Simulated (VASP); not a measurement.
Ti:

```xyz
2
Lattice="2.9000 0.0000 0.0000 -1.4500 2.5115 0.0000 0.0000 0.0000 4.6000" Properties=species:S:1:pos:R:3 pbc="T T T"
Ti    0.0000    1.6743    1.1500
Ti    1.4500    0.8372    3.4500
```

The cell was built by a generator and needn't be a form met in nature.

```yaml
Program: VASP 6.6.1
Task: relaxation of cell and atoms
Functional: PBE
Dispersion: D3(BJ)
Potentials_or_basis: VASP PAW PBE potentials, release 64 (Ti_sv)
Cutoff: 600 eV
k_mesh: 16 × 16 × 10
Occupations: methfessel-paxton, width 0.1 eV
Spin: no spin polarisation
```

At the start: pressure -2.1 GPa; volume 16.75 Å³/atom.

Question: Where does the relaxation end?

Answer: Over 7 steps the energy falls by 2.1 meV/atom and the volume is 16.44 Å³/atom (-1.8 %); space group P6_3/mmc (No. 194, to 0.05 Å).

Step by step:
```csv
step,energy change (eV),largest force (eV/Å),pressure (GPa),volume (Å³)
1,0.0000,0.0000,-2.15,33.50
2,-0.0017,0.0000,1.75,32.43
3,-0.0042,0.0000,0.00,32.89
4,-0.0042,0.0000,0.04,32.88
5,-0.0042,0.0000,-0.02,32.90
6,-0.0042,0.0000,-0.03,32.90
7,-0.0042,0.0000,0.00,32.89
```

Final structure:
```
CELL_PARAMETERS angstrom
2.88442 0.00000 0.00000
-1.44221 2.49798 0.00000
0.00000 0.00000 4.56464
ATOMIC_POSITIONS crystal
Ti 0.33333 0.66667 0.25000
Ti 0.66667 0.33333 0.75000
```

Caveat: pairwise dispersion overbinds metals, which lowers pressure and volume.
